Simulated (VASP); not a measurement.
These are LDA (Ceperley-Alder, Perdew-Zunger), VASP's LDA PAW potentials (set 64) (plane waves; VASP) values and carry that method's errors.

A VASP calculation is set up with these files.

**KPOINTS**
```
Automatic mesh
0
Gamma
8 8 2
0 0 0
```

**POSCAR**
```
WS2
1.0
  1.5045163515  -2.6058987019   0.0000000000
  1.5045163515   2.6058987019   0.0000000000
  0.0000000000   0.0000000000  10.9845989976
W S
2 4
direct
  0.3333330000   0.6666670000   0.2500000000
  0.6666670000   0.3333330000   0.7500000000
  0.3333330000   0.6666670000   0.8937344330
  0.6666670000   0.3333330000   0.3937344330
  0.6666670000   0.3333330000   0.1062655670
  0.3333330000   0.6666670000   0.6062655670
```

**INCAR**
```
ISMEAR  =  0   ! Gaussian
SIGMA  =  0.05   ! width (eV)
ISIF  =  3   ! ions, shape and volume
ALGO  =  Normal
LREAL  =  .FALSE.   ! projection in real space or not
EDIFFG  =  -0.02
EDIFF  =  1E-6
ENCUT  =  500   ! plane-wave cut-off (eV)
IBRION  =  2
LWAVE  =  .FALSE.
LASPH  =  .TRUE.
NELM  =  100
LCHARG  =  .FALSE.
PREC  =  Accurate
SYSTEM  =  WS2
LMAXMIX  =  6   ! l cut-off of mixed one-centre charges
NSW  =  40   ! most ionic steps
PSTRESS  =  300   ! kbar
```

POTCAR, in this order: W_sv S (LDA.64 set). Program: vasp_std.

Energy and stress use the plane-wave basis of the starting cell. Unless said otherwise, spin-orbit coupling is left out, though it shifts the bands of the heavy elements here.

Question: What does the run give for the energy per atom (σ→0), volume per atom, band gap (on the k-mesh)?

Answer: 
```yaml
energy per atom (σ→0): -8514 meV/atom
band gap (on the k-mesh): none (metal, semimetal or under 0.01 eV)
volume_per_atom: 13.68 Å^3/atom
```

**OSZICAR**
```
...
DAV:   2    -0.510875153003E+02    0.16674E-01   -0.14914E-01  1439   0.238E+00    0.782E-01
DAV:   3    -0.510845901755E+02    0.29251E-02   -0.80735E-03  1479   0.566E-01    0.308E-01
DAV:   4    -0.510830315056E+02    0.15587E-02   -0.56193E-03  1468   0.392E-01    0.119E-01
DAV:   5    -0.510829386601E+02    0.92845E-04   -0.39184E-04  1530   0.129E-01    0.693E-02
DAV:   6    -0.510829265781E+02    0.12082E-04   -0.13916E-04  1526   0.685E-02    0.314E-02
DAV:   7    -0.510829241601E+02    0.24181E-05   -0.17606E-05  1482   0.258E-02    0.119E-02
DAV:   8    -0.510829237061E+02    0.45399E-06   -0.35965E-06  1147   0.114E-02
   7 F= -.35718601E+02 E0= -.35718174E+02  d E =-.562798E-02
```

The compound is WS2 in the 2H layered structure. This run relaxes it under an external pressure of 30 GPa. Symmetry was kept, so distortions that lower it aren't found. The k-mesh is coarse (spacing up to 0.31 per Å, 2π included), so the numbers may not be converged in it.
